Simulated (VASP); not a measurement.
Computed with LDA (Ceperley-Alder, Perdew-Zunger), VASP's LDA PAW potentials (set 64) (plane waves; VASP). Each cell was relaxed at this level, without spin-orbit coupling.

Problem. Which of these comes out without a gap?
A) WC, P-6m2 (187)
B) BaO, Fm-3m (225)
C) CaO, Fm-3m (225)
D) LiBr, Fm-3m (225)

Solution. A, WC, P-6m2 (187). The others have gaps of 3.42 eV (CaO, Fm-3m (225)), 1.70 eV (BaO, Fm-3m (225)), 5.17 eV (LiBr, Fm-3m (225)).
